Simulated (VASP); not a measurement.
Shape and ions are relaxed at each volume.

Energy against volume of MgB$_{2}$ (AlB2 type). All values below come from PBE GGA, VASP's PBE PAW potentials (set 64) (plane waves; VASP 6.6.1).

```json
[
 {"V (Å³/atom)": "9.030", "E (eV/atom)": "-5.09007"},
 {"V (Å³/atom)": "9.318", "E (eV/atom)": "-5.10338"},
 {"V (Å³/atom)": "9.607", "E (eV/atom)": "-5.10770"},
 {"V (Å³/atom)": "9.895", "E (eV/atom)": "-5.10417"},
 {"V (Å³/atom)": "10.183", "E (eV/atom)": "-5.09378"}
]
```

**Question.** Fit a third-order Birch-Murnaghan equation of state.

**Answer.** 
```
Property                                        Value
---------------------------------------  ------------
volume per atom                          9.61 Å³/atom
bulk modulus                                  145 GPa
pressure derivative of the bulk modulus          3.51
```

The compound is MgB2 in the AlB2 type structure. It was relaxed first.
